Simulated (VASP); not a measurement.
Data:

```xyz
2
Lattice="0.0000 2.5848 2.5848 2.5848 0.0000 2.5848 2.5848 2.5848 0.0000" Properties=species:S:1:pos:R:3 pbc="T T T"
Be     0.0000     0.0000     0.0000
Se     1.2924     1.2924     1.2924
```

All values below come from optB86b-vdW, VASP's PBE PAW potentials (set 64) (plane waves; VASP 6.6.1). Run with 520 eV cut-off, Gaussian smearing of 0.050 eV, potentials Be Se.

Task: Give the energies of bands 2 to 7 at the high-symmetry points, in eV from the valence-band maximum.

Result: 
```
band     Γ      X      U      L      W
----  ----  -----  -----  -----  -----
2     0.00  -4.98  -4.56  -5.60  -4.32
3     0.00  -2.59  -3.93  -1.05  -3.72
4     0.00  -2.59  -2.16  -1.05  -3.21
5     4.27   2.66   3.78   4.32   6.12
6     5.06   4.24   6.82   6.00   7.11
7     5.06  11.64   9.66   6.00   7.39
```

The gap is indirect, 2.66 eV, from the valence maximum at Γ to the conduction minimum at X.

Measured: gap 4.00 eV (computed value off by -1.34 eV), as given by Das et al., (2018), arXiv:1807.05623.

The compound is BeSe in the zinc blende structure. It was relaxed first.
